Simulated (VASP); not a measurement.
Energy against volume of PbSe (rock salt). Method: revPBE GGA, VASP's PBE PAW potentials (set 64) (plane waves; VASP 6.6.1). Settings: 520 eV cut-off, 7×7×7 Γ-centred mesh, Gaussian smearing of 0.050 eV, potentials Pb_d Se.

```json
[
 {"V (Å³/atom)": "29.911", "E (eV/atom)": "-3.80005"},
 {"V (Å³/atom)": "30.836", "E (eV/atom)": "-3.80425"},
 {"V (Å³/atom)": "31.761", "E (eV/atom)": "-3.80099"},
 {"V (Å³/atom)": "32.686", "E (eV/atom)": "-3.79140"}
]
```

Q: Fit these four points and predict the energy of the run at 28.986 Å³/atom.

A: A cubic in V^(−2/3), the third-order Birch-Murnaghan form, passes through the four points with V0 = 30.87 Å³/atom and B0 = 43 GPa, and gives -3.7870 eV/atom there. The run gave -3.7871 eV/atom, -0.1 meV/atom from the fit; all five points give B0 = 43 GPa.

The compound is PbSe in the rock salt structure. It was relaxed first, which changed the volume by +8 %.
